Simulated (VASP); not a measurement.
# Quasiparticle energies of C (Diamond) in VASP

Aim: the quasiparticle gap of C (Diamond), and what it costs to get it. The cell has space group Fd-3m. The start is a cell from a database of measured crystal structures.

Program: VASP 6.6.1. Level of theory: PBE; plane waves and PAW (C_GW), in the first sound run; inputs show where later runs differ. Results are calculated unless marked as measured.

Report form: the programs' logs are mostly left out.

**1. Set-up**

The structure is cubic, space group Fd-3m (No. 227). Conventional cell: a = 3.567 Å, b = 3.567 Å, c = 3.567 Å, α = 90.00°, β = 90.00°, γ = 90.00°. C has 4 C at 1.54 Å nearest.

**2. Ground state**

The orbitals come from a self-consistent PBE run with a tight EDIFF and a narrow smearing. KPOINTS_OPT adds the bands along a path, which shows whether the mesh holds the band edges.

File INCAR:

```
SYSTEM = C
PREC = Accurate
ENCUT = 440
EDIFF = 1E-08
NELM = 100
ISMEAR = 0
SIGMA = 0.01
LREAL = .FALSE.
ALGO = Normal
GGA = PE
NBANDS = 10
LORBIT = 11
LWAVE = .TRUE.
LCHARG = .FALSE.
KPAR = 8
```

File POSCAR:

```
C
1.0
    0.0000000000      1.7833700000      1.7833700000
    1.7833700000      0.0000000000      1.7833700000
    1.7833700000      1.7833700000      0.0000000000
C
2
Direct
    0.7500000000      0.7500000000      0.7500000000
    0.5000000000      0.5000000000      0.5000000000
```

File KPOINTS:

```
Automatic mesh
0
Gamma
4 4 4
0 0 0
```

File KPOINTS_OPT:

```
Line mode
12
Line-mode
Reciprocal
  0.00000000   0.00000000   0.00000000 GAMMA
  0.50000000   0.00000000   0.50000000 X

  0.50000000   0.00000000   0.50000000 X
  0.50000000   0.25000000   0.75000000 W

  0.50000000   0.25000000   0.75000000 W
  0.37500000   0.37500000   0.75000000 K

  0.37500000   0.37500000   0.75000000 K
  0.00000000   0.00000000   0.00000000 GAMMA

  0.00000000   0.00000000   0.00000000 GAMMA
  0.50000000   0.50000000   0.50000000 L

  0.50000000   0.50000000   0.50000000 L
  0.62500000   0.25000000   0.62500000 U

  0.62500000   0.25000000   0.62500000 U
  0.50000000   0.25000000   0.75000000 W

  0.50000000   0.25000000   0.75000000 W
  0.50000000   0.50000000   0.50000000 L

  0.50000000   0.50000000   0.50000000 L
  0.37500000   0.37500000   0.75000000 K

  0.62500000   0.25000000   0.62500000 U
  0.50000000   0.00000000   0.50000000 X
```

The projector-augmented-wave data sets are C_GW (PBE family, release 64).

The run is started by

```console
$ mpirun -np 8 vasp_std
```

Wall time 1.8 s (8 MPI ranks of Intel Xeon 6975P-C (Granite Rapids), shared host); peak memory 0.8 GiB; 7.5 s of CPU time.

Numbers from this step:

- free energy (TOTEN): -18.03 eV
- Fermi energy: 9.889 eV
- pressure: -3.013 GPa
- least gap on mesh and path: 4.117 eV
- least direct gap on mesh and path: 5.585 eV

The highest empty bands on the path are converged less tightly, to about 0.1 eV. The electronic bands at the labelled points (eV, zero at the valence-band top; v1 is the highest filled band, c1 the lowest empty one):

| point | v3 | v2 | v1 | c1 | c2 | c3 | c4 |
| --- | --- | --- | --- | --- | --- | --- | --- |
| Γ | 0.00 | 0.00 | 0.00 | 5.58 | 5.58 | 5.58 | 13.32 |
| 0.45 of the way | -3.84 | -3.73 | -3.73 | 4.56 | 10.89 | 10.89 | 10.97 |
| X | -12.77 | -6.29 | -6.29 | 4.75 | 4.75 | 16.82 | 16.82 |
| 0.45 of the way | -12.49 | -7.18 | -7.18 | 6.53 | 6.53 | 15.80 | 15.80 |
| W | -11.98 | -8.32 | -8.32 | 10.62 | 10.62 | 12.31 | 12.31 |
| 0.45 of the way | -11.66 | -9.02 | -6.77 | 7.75 | 10.83 | 13.31 | 14.15 |
| K | -11.74 | -9.32 | -5.36 | 5.66 | 10.74 | 14.37 | 15.63 |
| 0.45 of the way | -7.15 | -6.16 | -2.07 | 8.54 | 8.61 | 10.65 | 13.66 |
| Γ | 0.00 | 0.00 | 0.00 | 5.58 | 5.58 | 5.58 | 13.32 |
| 0.55 of the way | -7.36 | -1.92 | -1.92 | 7.96 | 7.96 | 8.28 | 14.82 |
| L | -13.38 | -2.79 | -2.79 | 8.45 | 8.45 | 8.84 | 15.69 |
| 0.45 of the way | -12.74 | -5.44 | -3.78 | 7.33 | 10.49 | 11.31 | 15.17 |
| U | -11.74 | -9.32 | -5.36 | 5.66 | 10.74 | 14.37 | 15.63 |
| 0.55 of the way | -11.66 | -9.02 | -6.77 | 7.75 | 10.83 | 13.31 | 14.15 |
| W | -11.98 | -8.32 | -8.32 | 10.62 | 10.62 | 12.31 | 12.31 |
| 0.45 of the way | -12.20 | -6.75 | -5.01 | 8.39 | 9.59 | 13.45 | 14.65 |
| L | -13.38 | -2.79 | -2.79 | 8.45 | 8.45 | 8.84 | 15.69 |
| 0.55 of the way | -12.48 | -6.31 | -4.09 | 6.98 | 11.21 | 12.16 | 14.70 |
| K | -11.74 | -9.32 | -5.36 | 5.66 | 10.74 | 14.37 | 15.63 |
| jump to U | -11.74 | -9.32 | -5.36 | 5.66 | 10.74 | 14.37 | 15.63 |
| 0.45 of the way | -12.46 | -7.76 | -6.01 | 5.02 | 6.97 | 16.00 | 16.40 |
| X | -12.77 | -6.29 | -6.29 | 4.75 | 4.75 | 16.82 | 16.82 |

The cell has a gap of 4.12 eV on mesh and path and a pressure of -3.0 GPa, which holds the misfit of the given cell and coordinates with this functional, and any error of cutoff, mesh and data sets.

**3. Empty bands**

The next step needs empty bands that the ground-state run didn't converge, so the Hamiltonian is diagonalised exactly for NBANDS bands, in a single step. LOPTICS writes the k-derivatives of the orbitals (WAVEDER), which give the long-wavelength limit of the screening.

File INCAR:

```
SYSTEM = C
PREC = Accurate
ENCUT = 440
ISMEAR = 0
SIGMA = 0.01
LREAL = .FALSE.
GGA = PE
NBANDS = 32
ALGO = Exact
NELM = 1
LWAVE = .TRUE.
LCHARG = .FALSE.
LOPTICS = .TRUE.
NEDOS = 1000
CSHIFT = 0.1
```

POSCAR is that of step 2.

KPOINTS is that of step 2.

The run is started by

```console
$ mpirun -np 8 vasp_std
```

Run time: 1.2 s. Hardware: 8 MPI ranks; peak memory 0.8 GiB; 3.6 s of CPU time.

The gap is read on the k-mesh alone, so it is an upper bound where the band edges lie off the mesh.

A gap read on the k-mesh alone can miss the band edges.

Numbers from this step:

| Item | Value |
| --- | --- |
| gap on the k-mesh | 4.434 eV |
| least direct gap on the k-mesh | 5.585 eV |

WAVECAR now holds 32 bands for 8 electrons. Its independent-particle dielectric tensor has xx, yy, zz = 7.5, 7.5, 7.5 on this mesh, which isn't tested for convergence in mesh or bands and lacks local fields.

**4. G0W0, ENCUTGW 80, bands in the sums 32**

This step: G0W0 on PBE; plane waves and PAW (C_GW) (VASP 6.6.1).

One pass of GW corrects the levels to first order, with G and W from the starting orbitals.

File INCAR:

```
SYSTEM = C
PREC = Accurate
ENCUT = 440
ISMEAR = 0
SIGMA = 0.01
LREAL = .FALSE.
GGA = PE
NBANDS = 32
ALGO = EVGW0
NELMGW = 1
ENCUTGW = 80
NOMEGA = 64
PRECFOCK = Fast
NBANDSGW = 16
LWAVE = .FALSE.
LCHARG = .FALSE.
```

POSCAR is that of step 3.

KPOINTS is that of step 3.

The run is started by

```console
$ mpirun -np 8 vasp_std
```

Run time: 1.6 s. Hardware: 8 MPI ranks; peak memory 0.75 GiB; 6.6 s of CPU time.

This step gave:

- quasiparticle gap on the mesh: 5.507 eV
- smallest direct quasiparticle gap on the mesh: 7.041 eV
- gap of the starting orbitals on the mesh: 4.434 eV

GW takes the gap from 4.434 to 5.507 eV. The mesh misses a band edge: at the starting level the path gave a gap 0.32 eV smaller. The value holds for 32 bands, ENCUTGW = 80 eV and this mesh, and isn't shown to be converged in them.

**5. Empty bands**

This step: PBE; plane waves and PAW (C_GW) (VASP 6.6.1).

The empty bands are made again, for the run that follows.

File INCAR:

```
SYSTEM = C
PREC = Accurate
ENCUT = 440
ISMEAR = 0
SIGMA = 0.01
LREAL = .FALSE.
GGA = PE
NBANDS = 32
ALGO = Exact
NELM = 1
LWAVE = .TRUE.
LCHARG = .FALSE.
LOPTICS = .TRUE.
NEDOS = 1000
CSHIFT = 0.1
```

POSCAR is that of step 4.

KPOINTS is that of step 4.

The run is started by

```console
$ mpirun -np 8 vasp_std
```

Wall time 1.2 s (8 MPI ranks); peak memory 0.78 GiB.

**6. G0W0, ENCUTGW 100, bands in the sums 32**

This step: G0W0 on PBE; plane waves and PAW (C_GW) (VASP 6.6.1).

ENCUTGW rises to 100 eV, while the band count stays.

File INCAR:

```
SYSTEM = C
PREC = Accurate
ENCUT = 440
ISMEAR = 0
SIGMA = 0.01
LREAL = .FALSE.
GGA = PE
NBANDS = 32
ALGO = EVGW0
NELMGW = 1
ENCUTGW = 100
NOMEGA = 64
PRECFOCK = Fast
NBANDSGW = 16
LWAVE = .FALSE.
LCHARG = .FALSE.
```

POSCAR is that of step 5.

KPOINTS is that of step 5.

The run is started by

```console
$ mpirun -np 8 vasp_std
```

Run time: 2 s. Hardware: 8 MPI ranks; peak memory 0.74 GiB; 8.9 s of CPU time.

The gap is now 5.611 eV, +105 meV against the GW run before. The mesh misses a band edge: at the starting level the path gave a gap 0.32 eV smaller.

**7. Empty bands**

This step: PBE; plane waves and PAW (C_GW) (VASP 6.6.1).

File INCAR:

```
SYSTEM = C
PREC = Accurate
ENCUT = 440
ISMEAR = 0
SIGMA = 0.01
LREAL = .FALSE.
GGA = PE
NBANDS = 40
ALGO = Exact
NELM = 1
LWAVE = .TRUE.
LCHARG = .FALSE.
LOPTICS = .TRUE.
NEDOS = 1000
CSHIFT = 0.1
```

POSCAR is that of step 6.

KPOINTS is that of step 6.

The run is started by

```console
$ mpirun -np 8 vasp_std
```

Run time: 1.2 s. Hardware: 8 MPI ranks; peak memory 0.78 GiB; 3.5 s of CPU time.

WAVECAR now holds 40 bands for 8 electrons.

**8. G0W0, ENCUTGW 120, bands in the sums 40**

This step: G0W0 on PBE; plane waves and PAW (C_GW) (VASP 6.6.1).

ENCUTGW rises to 120 eV and the bands with it, to about the number of plane waves under that cutoff.

File INCAR:

```
SYSTEM = C
PREC = Accurate
ENCUT = 440
ISMEAR = 0
SIGMA = 0.01
LREAL = .FALSE.
GGA = PE
NBANDS = 40
ALGO = EVGW0
NELMGW = 1
ENCUTGW = 120
NOMEGA = 64
PRECFOCK = Fast
NBANDSGW = 16
LWAVE = .FALSE.
LCHARG = .FALSE.
```

POSCAR is that of step 7.

KPOINTS is that of step 7.

The run is started by

```console
$ mpirun -np 8 vasp_std
```

Run time: 2 s. Hardware: 8 MPI ranks; peak memory 0.75 GiB; 9.4 s of CPU time.

The gap is now 5.686 eV, +75 meV against the GW run before. The mesh misses a band edge: at the starting level the path gave a gap 0.32 eV smaller.

**9. Empty bands**

This step: PBE; plane waves and PAW (C_GW) (VASP 6.6.1).

File INCAR:

```
SYSTEM = C
PREC = Accurate
ENCUT = 440
ISMEAR = 0
SIGMA = 0.01
LREAL = .FALSE.
GGA = PE
NBANDS = 48
ALGO = Exact
NELM = 1
LWAVE = .TRUE.
LCHARG = .FALSE.
LOPTICS = .TRUE.
NEDOS = 1000
CSHIFT = 0.1
```

POSCAR is that of step 8.

KPOINTS is that of step 8.

The run is started by

```console
$ mpirun -np 8 vasp_std
```

Elapsed: 1.2 s, on 8 MPI ranks; peak memory 0.77 GiB; 3.4 s of CPU time.

WAVECAR now holds 48 bands for 8 electrons.

**10. G0W0, ENCUTGW 145, bands in the sums 48**

This step: G0W0 on PBE; plane waves and PAW (C_GW) (VASP 6.6.1).

ENCUTGW rises to 145 eV and the bands with it, to about the number of plane waves under that cutoff.

File INCAR:

```
SYSTEM = C
PREC = Accurate
ENCUT = 440
ISMEAR = 0
SIGMA = 0.01
LREAL = .FALSE.
GGA = PE
NBANDS = 48
ALGO = EVGW0
NELMGW = 1
ENCUTGW = 145
NOMEGA = 64
PRECFOCK = Fast
NBANDSGW = 16
LWAVE = .FALSE.
LCHARG = .FALSE.
```

POSCAR is that of step 9.

KPOINTS is that of step 9.

The run is started by

```console
$ mpirun -np 8 vasp_std
```

Run time: 2.6 s. Hardware: 8 MPI ranks; peak memory 0.79 GiB; 12 s of CPU time.

The gap is now 5.746 eV, +60 meV against the GW run before. The mesh misses a band edge: at the starting level the path gave a gap 0.32 eV smaller.

**11. Empty bands**

This step: PBE; plane waves and PAW (C_GW) (VASP 6.6.1).

File INCAR:

```
SYSTEM = C
PREC = Accurate
ENCUT = 440
ISMEAR = 0
SIGMA = 0.01
LREAL = .FALSE.
GGA = PE
NBANDS = 64
ALGO = Exact
NELM = 1
LWAVE = .TRUE.
LCHARG = .FALSE.
LOPTICS = .TRUE.
NEDOS = 1000
CSHIFT = 0.1
```

POSCAR is that of step 10.

KPOINTS is that of step 10.

The run is started by

```console
$ mpirun -np 8 vasp_std
```

It took 1 s on 8 MPI ranks; peak memory 0.78 GiB.

WAVECAR now holds 64 bands for 8 electrons.

**12. G0W0, ENCUTGW 170, bands in the sums 64**

This step: G0W0 on PBE; plane waves and PAW (C_GW) (VASP 6.6.1).

ENCUTGW rises to 170 eV and the bands with it, to about the number of plane waves under that cutoff.

File INCAR:

```
SYSTEM = C
PREC = Accurate
ENCUT = 440
ISMEAR = 0
SIGMA = 0.01
LREAL = .FALSE.
GGA = PE
NBANDS = 64
ALGO = EVGW0
NELMGW = 1
ENCUTGW = 170
NOMEGA = 64
PRECFOCK = Fast
NBANDSGW = 16
LWAVE = .FALSE.
LCHARG = .FALSE.
```

POSCAR is that of step 11.

KPOINTS is that of step 11.

The run is started by

```console
$ mpirun -np 8 vasp_std
```

Wall time 2.2 s (8 MPI ranks); peak memory 0.82 GiB.

The gap is now 5.793 eV, +47 meV against the GW run before. The mesh misses a band edge: at the starting level the path gave a gap 0.32 eV smaller.

**13. Empty bands**

This step: PBE; plane waves and PAW (C_GW) (VASP 6.6.1).

File INCAR:

```
SYSTEM = C
PREC = Accurate
ENCUT = 440
ISMEAR = 0
SIGMA = 0.01
LREAL = .FALSE.
GGA = PE
NBANDS = 80
ALGO = Exact
NELM = 1
LWAVE = .TRUE.
LCHARG = .FALSE.
LOPTICS = .TRUE.
NEDOS = 1000
CSHIFT = 0.1
```

POSCAR is that of step 12.

KPOINTS is that of step 12.

The run is started by

```console
$ mpirun -np 8 vasp_std
```

The job ended after 1 s (8 MPI ranks; peak memory 0.8 GiB; 3.1 s of CPU time).

WAVECAR now holds 80 bands for 8 electrons.

**14. G0W0, ENCUTGW 200, bands in the sums 80**

This step: G0W0 on PBE; plane waves and PAW (C_GW) (VASP 6.6.1).

ENCUTGW rises to 200 eV and the bands with it, to about the number of plane waves under that cutoff.

File INCAR:

```
SYSTEM = C
PREC = Accurate
ENCUT = 440
ISMEAR = 0
SIGMA = 0.01
LREAL = .FALSE.
GGA = PE
NBANDS = 80
ALGO = EVGW0
NELMGW = 1
ENCUTGW = 200
NOMEGA = 64
PRECFOCK = Fast
NBANDSGW = 16
LWAVE = .FALSE.
LCHARG = .FALSE.
```

POSCAR is that of step 13.

KPOINTS is that of step 13.

The run is started by

```console
$ mpirun -np 8 vasp_std
```

Elapsed: 2.8 s, on 8 MPI ranks; peak memory 0.85 GiB; 14 s of CPU time.

The gap is now 5.833 eV, +40 meV against the GW run before. The mesh misses a band edge: at the starting level the path gave a gap 0.32 eV smaller.

**15. Empty bands**

This step: PBE; plane waves and PAW (C_GW) (VASP 6.6.1).

File INCAR:

```
SYSTEM = C
PREC = Accurate
ENCUT = 440
ISMEAR = 0
SIGMA = 0.01
LREAL = .FALSE.
GGA = PE
NBANDS = 96
ALGO = Exact
NELM = 1
LWAVE = .TRUE.
LCHARG = .FALSE.
LOPTICS = .TRUE.
NEDOS = 1000
CSHIFT = 0.1
```

POSCAR is that of step 14.

KPOINTS is that of step 14.

The run is started by

```console
$ mpirun -np 8 vasp_std
```

It took 1.2 s on 8 MPI ranks; peak memory 0.78 GiB.

WAVECAR now holds 96 bands for 8 electrons.

**16. G0W0, ENCUTGW 230, bands in the sums 96**

This step: G0W0 on PBE; plane waves and PAW (C_GW) (VASP 6.6.1).

ENCUTGW rises to 230 eV and the bands with it, to about the number of plane waves under that cutoff.

File INCAR:

```
SYSTEM = C
PREC = Accurate
ENCUT = 440
ISMEAR = 0
SIGMA = 0.01
LREAL = .FALSE.
GGA = PE
NBANDS = 96
ALGO = EVGW0
NELMGW = 1
ENCUTGW = 230
NOMEGA = 64
PRECFOCK = Fast
NBANDSGW = 16
LWAVE = .FALSE.
LCHARG = .FALSE.
```

POSCAR is that of step 15.

KPOINTS is that of step 15.

The run is started by

```console
$ mpirun -np 8 vasp_std
```

Run time: 3 s. Hardware: 8 MPI ranks; peak memory 0.9 GiB.

The gap is now 5.863 eV, +30 meV against the GW run before. The mesh misses a band edge: at the starting level the path gave a gap 0.32 eV smaller.

**17. Empty bands**

This step: PBE; plane waves and PAW (C_GW) (VASP 6.6.1).

File INCAR:

```
SYSTEM = C
PREC = Accurate
ENCUT = 440
ISMEAR = 0
SIGMA = 0.01
LREAL = .FALSE.
GGA = PE
NBANDS = 112
ALGO = Exact
NELM = 1
LWAVE = .TRUE.
LCHARG = .FALSE.
LOPTICS = .TRUE.
NEDOS = 1000
CSHIFT = 0.1
```

POSCAR is that of step 16.

KPOINTS is that of step 16.

The run is started by

```console
$ mpirun -np 8 vasp_std
```

The job ended after 1.2 s (8 MPI ranks; peak memory 0.79 GiB; 3.6 s of CPU time).

WAVECAR now holds 112 bands for 8 electrons.

**18. G0W0, ENCUTGW 260, bands in the sums 112**

This step: G0W0 on PBE; plane waves and PAW (C_GW) (VASP 6.6.1).

ENCUTGW rises to 260 eV and the bands with it, to about the number of plane waves under that cutoff.

File INCAR:

```
SYSTEM = C
PREC = Accurate
ENCUT = 440
ISMEAR = 0
SIGMA = 0.01
LREAL = .FALSE.
GGA = PE
NBANDS = 112
ALGO = EVGW0
NELMGW = 1
ENCUTGW = 260
NOMEGA = 64
PRECFOCK = Fast
NBANDSGW = 16
LWAVE = .FALSE.
LCHARG = .FALSE.
```

POSCAR is that of step 17.

KPOINTS is that of step 17.

The run is started by

```console
$ mpirun -np 8 vasp_std
```

Elapsed: 4 s, on 8 MPI ranks; peak memory 0.95 GiB; 22 s of CPU time.

The gap is now 5.886 eV, +23 meV against the GW run before. The mesh misses a band edge: at the starting level the path gave a gap 0.32 eV smaller.

**19. Summary**

This step: GW series: G0W0 on PBE; plane waves and PAW (VASP 6.6.1).

Derived from the runs above.

Numbers from this step:

| Item | Value |
| --- | --- |
| gap extrapolated to a complete basis | 5.995 eV |
| direct gap extrapolated to a complete basis | 7.448 eV |

G0W0 on a 4x4x4 mesh; cost is wall time times ranks on a shared host, with the step that makes the empty bands but not the self-consistent start. G0W0 series:

| response cutoff ENCUTGW (eV) | bands | quasiparticle gap (eV) | direct quasiparticle gap (eV) | cost (core minutes) |
| --- | --- | --- | --- | --- |
| 80 | 32 | 5.507 | 7.041 | 0.37 |
| 100 | 32 | 5.611 | 7.121 | 0.43 |
| 120 | 40 | 5.686 | 7.175 | 0.43 |
| 145 | 48 | 5.747 | 7.222 | 0.51 |
| 170 | 64 | 5.793 | 7.268 | 0.43 |
| 200 | 80 | 5.833 | 7.303 | 0.51 |
| 230 | 96 | 5.863 | 7.329 | 0.56 |
| 260 | 112 | 5.886 | 7.35 | 0.69 |

**20. What came out**

```yaml
g0w0_on_pbe_112_bands_encutgw_260_ev_nomega_64_mesh_4x4x4: 4.434 → 5.886 eV
g0w0_on_pbe_32_bands_encutgw_80_ev_nomega_64_mesh_4x4x4: 4.434 → 5.507 eV
gap_at_a_complete_basis_linear_in_encutgw_minus_3_over_2: 5.99 eV
```

What this shows: G0W0 gives a quasiparticle gap of 5.886 eV on the mesh, 1.45 eV over the PBE gap on the same mesh. On mesh and path the starting valence top lies at Γ and the conduction bottom at (0.364, 0, 0.364), so the starting gap is indirect. The GW mesh misses an edge: at the starting level the gap along the path is 0.32 eV smaller, and with that offset the quasiparticle gap would be about 5.57 eV. The steps of the series move the gap by +105, +75, +61, +47, +40, +30, +23 meV; the last costs 1.2 times the one before. The last step lies within a tolerance of 30 meV, picked for this account, and the last two together move the gap by +53 meV. Extrapolated from the last three points to a complete basis, the gap is 5.99 eV, +109 meV from the dearest run. The extrapolation removes the error of the response basis alone, at this mesh, ENCUT and data set. On a mesh this coarse the value is a test of cost more than a converged gap. The given cell is kept, although it stands at -3.0 GPa at PBE and ENCUT = 440 eV, which holds the mismatch of the given cell with this functional and any basis-set error. Not tabulated here, as repeats of values shown or as unfit to read for their mesh, reference level or band range: eps2 curves (empty bands); eps1 curves and static values (empty bands); gaps (empty bands).

[Lines on the potential files, build, host, timing and source positions are cut from VASP's logs without a mark.]

[Logs are printed without paths, hosts, clocks, repeated set-up lines and the standing remarks that a program may print on its own settings, such as how far it seeks lower states.]

[Hosts, paths, dates, database ids (printed as entryN), source tags and the programs' standing remarks are cut or masked in the printed files.]

[Pressures printed for these runs are not shown converged in the cutoff: they can be off by several GPa and have the wrong sign.]
